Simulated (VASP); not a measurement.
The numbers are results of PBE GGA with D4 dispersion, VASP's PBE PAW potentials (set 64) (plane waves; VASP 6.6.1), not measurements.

VASP ran on this input.

File KPOINTS:
```
Automatic mesh
0
Gamma
14 14 8
0 0 0
```

**INCAR**
```
ENCUT  =  520   ! plane-wave cut-off (eV)
EDIFF  =  1E-7
ISIF  =  4
GGA  =  PE   ! PBE
IBRION  =  2   ! conjugate gradients
NELM  =  100   ! most electronic steps
ALGO  =  Normal
LWAVE  =  .False.
PREC  =  Accurate
LCHARG  =  .False.
IVDW  =  13
EDIFFG  =  -0.01   ! ionic stop
LMAXMIX  =  4   ! l cut-off of mixed one-centre charges
LASPH  =  .True.
SIGMA  =  0.1   ! width (eV)
SYSTEM  =  Ti
NSW  =  30
ISMEAR  =  1   ! Methfessel-Paxton
LREAL  =  .False.   ! projection in real space or not
```

File POSCAR:
```
Ti
1.0
  1.4593637572  -2.5276922312   0.0000000000
  1.4593637572   2.5276922312   0.0000000000
  0.0000000000   0.0000000000   4.6266033147
Ti
2
Cartesian
  1.4593637572   0.8425657622   1.1566508287
  1.4593637572  -0.8425657622   3.4699524860
```

POTCAR, in this order: Ti_sv (PBE.64 set). Program: vasp_std.

Q: Estimate the energy per atom (σ→0), dispersion energy, band gap (on the k-mesh).

A: 
- energy per atom (σ→0): -8.041 eV/atom
- dispersion energy: -0.410 eV
- band gap (on the k-mesh): none (metal, semimetal or under 0.01 eV)

OSZICAR:
```
...
       N       E                     dE             d eps       ncg     rms          rms(c)
DAV:   1    -0.156699159261E+02   -0.60984E-04   -0.34650E-03  4048   0.852E-01    0.548E-02
DAV:   2    -0.156698800403E+02    0.35886E-04   -0.20020E-04  3872   0.178E-01    0.287E-02
DAV:   3    -0.156698644922E+02    0.15548E-04   -0.58979E-05  5648   0.822E-02    0.335E-03
DAV:   4    -0.156698645508E+02   -0.58617E-07   -0.48874E-06  4544   0.324E-02    0.168E-03
DAV:   5    -0.156698646915E+02   -0.14065E-06   -0.15613E-07  3488   0.491E-03    0.252E-04
DAV:   6    -0.156698647052E+02   -0.13701E-07   -0.27579E-08  2104   0.274E-03
   2 F= -.16080288E+02 E0= -.16081056E+02  d E =-.111834E-04
```

The compound is Ti in the hcp structure. This run relaxes it. Symmetry was kept, so distortions that lower it aren't found.
